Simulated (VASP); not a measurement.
Method: PBEsol GGA, VASP's PBE PAW potentials (set 64) (plane waves; VASP 6.6.1).

VASP input:

### INCAR
```
# general
SYSTEM =SnSe
PREC   =Accurate
ENCUT  =500
LREAL  =F
LASPH  =T

# electronic loop
EDIFF  =1E-6
NELM   =100
ALGO   =Normal
LMAXMIX=4

# smearing
ISMEAR =1
SIGMA  =0.1

# functional
GGA    =PS

# ions
IBRION =2
NSW    =40
ISIF   =3
EDIFFG =-0.02
PSTRESS=200

# output
LWAVE  =F
LCHARG =F
```

KPOINTS:
```
Automatic
0
gamma
 11 11 11
```

POSCAR:
```
SnSe
1
   -0.0000000000     2.9775395092     2.9775395092
    2.9775395092    -0.0000000000     2.9775395092
    2.9775395092     2.9775395092     0.0000000000
Sn Se
1 1
Direct
  0.0000000000   1.0000000000   1.0000000000
  0.2500000000   0.2500000000   0.2500000000
```

POTCAR, in this order: Sn_d Se (PBE.64 set). Program: vasp_std.

Problem. What will the output report for the number of irreducible k-points (NKPTS), largest plane-wave count, number of space-group operations, FFT grid (NGX, NGY, NGZ)?

Solution. 
| Property | Value |
|---|---|
| number of irreducible k-points (NKPTS) | 56 |
| largest plane-wave count | 1363 |
| number of space-group operations | 24 |
| FFT grid (NGX, NGY, NGZ) | 32 × 32 × 32 |

The structure was generated: SnSe was put into the zinc blende type (F-43m), which need not be its known phase. This run relaxes it under an external pressure of 20 GPa. Symmetry was kept, so distortions that lower it aren't found.
